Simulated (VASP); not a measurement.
Consider the following.

```yaml
crystal:
  lattice:
    - [0.00000, 2.27838, 2.27838]
    - [2.27838, 0.00000, 2.27838]
    - [2.27838, 2.27838, 0.00000]
  atoms:
    - { symbol: Hf, position: [0.00000, 0.00000, 0.00000] }
    - { symbol: C, position: [0.50000, 0.50000, 0.50000] }
```

Computed with PW91 GGA, VASP's PBE PAW potentials (set 64) (plane waves; VASP). Run with 520 eV cut-off, 13×13×13 Γ-centred mesh, first-order Methfessel-Paxton smearing of 0.10 eV, potentials Hf_pv C.

Unless said otherwise, spin-orbit coupling is left out, though it shifts the bands of the heavy elements here.

Estimate the energy per atom (σ→0), pressure, band gap (on the k-mesh) with the smallest direct gap where there is one.

- band gap (on the k-mesh): none (metal, semimetal or under 0.01 eV)
- energy per atom (σ→0): -10.480 eV/atom
- pressure: 16.75 GPa

The compound is HfC in the rock salt structure. This cell is one point of a volume scan, at 0.94 of the reference volume.
